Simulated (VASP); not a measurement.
Given:

```yaml
crystal:
  lattice:
    - [1.83710, -3.18195, 0.00000]
    - [1.83710, 3.18195, 0.00000]
    - [0.00000, 0.00000, 5.65595]
  atoms:
    - { symbol: Y, position: [0.33333, 0.66667, 0.25000] }
    - { symbol: Y, position: [0.66667, 0.33333, 0.75000] }
```

These are SCAN meta-GGA, VASP's PBE PAW potentials (set 64) (plane waves; VASP) values and carry that method's errors. Settings: 520 eV cut-off, 13×13×7 Γ-centred mesh, tetrahedra with Blöchl corrections, potentials Y_sv.

### Question
Give the energies of bands 9 to 14 at the high-symmetry points, in eV from the Fermi level.

### Answer

```
band      Γ      M      K      A      L      H
----  -----  -----  -----  -----  -----  -----
9     -4.88  -1.73  -0.75  -3.37  -1.67  -0.44
10    -1.86  -1.21  -0.75  -3.37  -1.67  -0.44
11     0.88  -0.78  -0.68   1.11   0.12  -0.30
12     1.93  -0.27  -0.57   1.11   0.12  -0.30
13     1.93   1.57   1.22   1.82   1.37   0.37
14     2.38   1.58   1.22   1.82   1.37   0.37
```

It has no gap at this level: it comes out as a metal or semimetal.

The compound is Y in the hcp structure. It was relaxed first.
